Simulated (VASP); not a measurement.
Set up this calculation in VASP 6.6.1, as the native input.

```yaml
Task: single point
Functional: PBE
Potentials_or_basis: VASP PAW PBE potentials, release 64 (H, O, C, S)
Cutoff: 520 eV
k_mesh: 1 × 1 × 1
Occupations: fermi-dirac, width 0.05 eV
Spin: no spin polarisation
Dipole_correction: no
Further_INCAR_settings: LREAL = Auto; ALGO = Normal; EDIFF = 1e-06; NBANDS = 75
```

The structure of H2CSO lies in POSCAR:

```
H2CSO
1.0
    8.7850300000      0.0000000000      0.0000000000
    0.0000000000      8.7850300000      0.0000000000
    0.0000000000      0.0000000000      8.7850300000
H O C S
12 6 6 6
Direct
    0.5652456508      0.7205325423      0.7628203888
    0.5079550098      0.7821828725      0.7486485533
    0.8695701665     -0.1232892773      0.2453491906
    0.8633095163     -0.1269318375      0.3291166906
    0.4837092190      0.5684442740     -0.0319634651
    0.4093554604      0.6135095725      0.0053044782
    1.0308217502      0.0550368069      0.5090022459
    0.9777883513      0.0434716785      0.5790418473
    0.6116541435      0.9274299576      0.4287293270
    0.6261105540      0.8685343135      0.5026846806
    0.1362203658      0.7064403878      0.2205911647
    0.1577114705      0.7806803164      0.1837671585
    1.0831038710      0.7188364752      0.7633326238
    0.5207950343      0.1545697624      0.2867150141
    0.6254161910      0.3671245289      0.1175863941
    0.1395214359      0.0702786445      0.8491149148
    0.7169696632      0.4431174396      0.5399753900
    0.2894014022      0.7590526156      0.5179606672
    0.9717098291      0.7506405783      0.8289897701
    0.4447793576      0.1509272023      0.3978700130
    0.7543172875      0.4090822684      0.1233120433
    0.2651556113      0.1139210680      0.8696498475
    0.7831504275      0.3588490876      0.6237770389
    0.3676139979      0.6767762888      0.4341704012
    0.8089215404      0.7837992585      0.8951477684
    0.3356277668      0.1293791825      0.5478068942
    0.9245386755      0.4670672724      0.1481383672
    0.4338744432      0.1844501385      0.9031158687
    0.9202359013      0.2879557611      0.7133612520
    0.4774485688      0.5754220532      0.3325998887
```

The cell was built by a generator and needn't be a form met in nature.

The input as run:

INCAR

```
SYSTEM = H2CSO
  PREC = Accurate
  ENCUT = 520
  EDIFF = 1E-6
  ISMEAR = -1
  SIGMA = 0.05
  LREAL = Auto
  LASPH = .True.
  NELM = 80
  ALGO = Normal
  ISIF = 2
  LWAVE = .False.
  LCHARG = .False.
  GGA = PE
  NBANDS = 75
```

KPOINTS

```
regular mesh
0
Gamma
  1 1 1
  0 0 0
```

Potentials or basis: VASP PAW PBE potentials, release 64 (H, O, C, S).

Command:

```sh
$ cat potpaw_PBE.64/H/POTCAR potpaw_PBE.64/O/POTCAR potpaw_PBE.64/C/POTCAR potpaw_PBE.64/S/POTCAR > POTCAR
$ mpirun -np 1 vasp_gam > vasp.out
```

Results of the run:

```yaml
Pressure: -1.5 GPa
Largest_force: 5.027 eV/Å
Band_gap_on_the_k_mesh: 3.85 eV, direct
```

Caveat: the standard files for N, O and F lose accuracy on very short bonds.

Wall time 2.5 min on 1 thread of Intel(R) Xeon(R) Platinum 8259CL CPU @ 2.50GHz (Skylake/Cascade Lake) (shared host), peak memory 0.72 GiB.
